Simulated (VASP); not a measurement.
Consider the following.

```yaml
crystal:
  lattice:
    - [0.00000, 2.67870, 2.67870]
    - [2.67870, 0.00000, 2.67870]
    - [2.67870, 2.67870, 0.00000]
  atoms:
    - { symbol: Co, position: [0.00000, 0.00000, 0.00000] }
    - { symbol: Si, position: [0.25000, 0.25000, 0.25000] }
    - { symbol: Si, position: [0.75000, 0.75000, 0.75000] }
```

These are PBE GGA, VASP's PBE PAW potentials (set 64) (plane waves; VASP) values and carry that method's errors. Settings: 500 eV cut-off, 10×10×10 Γ-centred mesh, first-order Methfessel-Paxton smearing of 0.10 eV, potentials Co Si.

Question: Estimate the energy per atom (σ→0), band gap (on the k-mesh) with the smallest direct gap where there is one.

Answer: 
| Item | Value |
|---|---|
| band gap (on the k-mesh) | none (metal, semimetal or under 0.01 eV) |
| energy per atom (σ→0) | -6.432 eV/atom |

Only differences to runs with the same potentials and settings are physical.

The compound is CoSi2 in the fluorite structure. It was relaxed first. The run is not spin-polarised, so no magnetic state was tried. The electron count is odd and the run is not spin-polarised, which forces a metal.
